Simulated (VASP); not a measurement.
Input:

```
CELL_PARAMETERS angstrom
      1.49494    -2.58931     0.00000
      1.49494     2.58931     0.00000
      0.00000     0.00000     4.71715
ATOMIC_POSITIONS crystal
  Ti 0.33333 0.66667 0.25000
  Ti 0.66667 0.33333 0.75000
```

These are r2SCAN+rVV10, VASP's PBE PAW potentials (set 64) (plane waves; VASP) values and carry that method's errors. Numerical set-up: 520 eV cut-off, 14×14×8 Γ-centred mesh, first-order Methfessel-Paxton smearing of 0.10 eV, potentials Ti_sv.

Task: Estimate the energy per atom (σ→0), pressure, band gap (on the k-mesh) with the smallest direct gap where there is one.

Result: 
```json
{
 "band gap (on the k-mesh)": "none (metal, semimetal or under 0.01 eV)",
 "energy per atom (σ→0)": "-12.654 eV/atom",
 "pressure": "-6.34 GPa"
}
```

The absolute energy has meaning only against runs of the same code, potentials and settings.

The compound is Ti in the hcp structure. This cell is one point of a volume scan, at 1.06 of the reference volume.
